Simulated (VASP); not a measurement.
Data:

```yaml
crystal:
  lattice:
    - [0.00000, 3.06987, 3.06987]
    - [3.06987, 0.00000, 3.06987]
    - [3.06987, 3.06987, 0.00000]
  atoms:
    - { symbol: In, position: [0.00000, 0.00000, 0.00000] }
    - { symbol: As, position: [0.25000, 0.25000, 0.25000] }
```

Method: PBE GGA, VASP's PBE PAW potentials (set 64) (plane waves; VASP). Numerical set-up: PREC = Normal, 500 eV cut-off, 4×4×4 Γ-centred mesh, Gaussian smearing of 0.010 eV, potentials In_d_GW As_GW.

### Question
Give the stress tensor in GPa (positive for a compressed cell).

### Answer

```
1.68  0.00  0.00
0.00  1.68  0.00
0.00  0.00  1.68
```
The pressure is its mean diagonal, 1.68 GPa.

The compound is InAs in the zinc blende structure. This cell is one point of a volume scan, at 1.04 of the reference volume. The k-mesh is coarse (spacing up to 0.44 per Å, 2π included), so the numbers may not be converged in it.
